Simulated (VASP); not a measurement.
All values below come from LDA (Ceperley-Alder, Perdew-Zunger), VASP's LDA PAW potentials (set 64) (plane waves; VASP).

VASP input:

### INCAR
```
ALGO=Normal
EDIFF=1E-6
ENCUT=300
ISIF=2
ISMEAR=0
LASPH=.TRUE.
LCHARG=.FALSE.
LMAXMIX=4
LREAL=.FALSE.
LWAVE=.FALSE.
NELM=100
PREC=Accurate
SIGMA=0.136
SYSTEM=Rb
```

### KPOINTS
```
Automatic
0
G
 6 6 6
```

### POSCAR
```
Rb
1
   -4.3123390000     4.3123390000     2.3528630000
    4.3123390000    -4.3123390000     2.3528630000
    4.3123390000     4.3123390000    -2.3528630000
Rb
2
Direct
  0.7500000000   0.2500000000   0.5000000000
  0.0000000000   0.0000000000   0.0000000000
```

POTCAR, in this order: Rb_sv (LDA.64 set). Program: vasp_std.

Question: What does the run give for the energy per atom (σ→0), band gap (on the k-mesh)?

Answer: 
```yaml
energy per atom (σ→0): -0.986 eV/atom
band gap (on the k-mesh): none (metal, semimetal or under 0.01 eV)
```

OSZICAR:
```
...
DAV:   4    -0.198453942593E+01   -0.85390E+00   -0.85318E+00  1310   0.129E+01
DAV:   5    -0.198856250651E+01   -0.40231E-02   -0.40225E-02  1073   0.983E-01    0.160E+00
DAV:   6    -0.198558576494E+01    0.29767E-02   -0.44885E-03  1038   0.412E-01    0.970E-01
DAV:   7    -0.198447448025E+01    0.11113E-02   -0.68561E-03   980   0.487E-01    0.765E-02
DAV:   8    -0.198452817475E+01   -0.53694E-04   -0.58323E-04   993   0.173E-01    0.209E-02
DAV:   9    -0.198453661855E+01   -0.84438E-05   -0.13409E-05  1237   0.265E-02    0.864E-03
DAV:  10    -0.198453724578E+01   -0.62723E-06   -0.78621E-06  1013   0.173E-02
   1 F= -.19845372E+01 E0= -.19724228E+01  d E =-.242289E-01
```

The structure was generated: Rb was put into an ordered model structure, which need not be its known phase. The cell was not relaxed at this level, and its volume differs by -5.9 % from the start's.
